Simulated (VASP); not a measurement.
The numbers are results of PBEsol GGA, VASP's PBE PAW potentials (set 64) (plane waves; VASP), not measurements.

VASP input:

KPOINTS:
```
Automatic mesh
0
Gamma
19 19 11
0 0 0
```

**INCAR**
```
SYSTEM = Be
PREC = Accurate; ENCUT = 500; LREAL = .False.
LASPH = .True.
EDIFF = 1E-6; NELM = 100; ALGO = Normal
ISMEAR = 1; SIGMA = 0.1
GGA = PS
IBRION = 2; NSW = 40; ISIF = 3
EDIFFG = -0.02; PSTRESS = 450
LWAVE = .False.; LCHARG = .False.
```

**POSCAR**
```
Be
1.0
  1.0619623272  -1.8393724578   0.0000000000
  1.0619623272   1.8393724578   0.0000000000
  0.0000000000   0.0000000000   3.3605485222
Be
2
Direct
  0.3333330000   0.6666670000   0.2500000000
  0.6666670000   0.3333330000   0.7500000000
```

POTCAR, in this order: Be (PBE.64 set). Program: vasp_std.

**Question.** What will the output report for the number of irreducible k-points (NKPTS), largest plane-wave count, number of space-group operations, FFT grid (NGX, NGY, NGZ)?

**Answer.** 
```yaml
number of irreducible k-points (NKPTS): 240
largest_plane_wave_count: 346
number_of_space_group_operations: 24
FFT grid (NGX, NGY, NGZ): 16 × 16 × 28
```

The compound is Be in the hcp structure. This run relaxes it under an external pressure of 45 GPa. Symmetry was kept, so distortions that lower it aren't found.
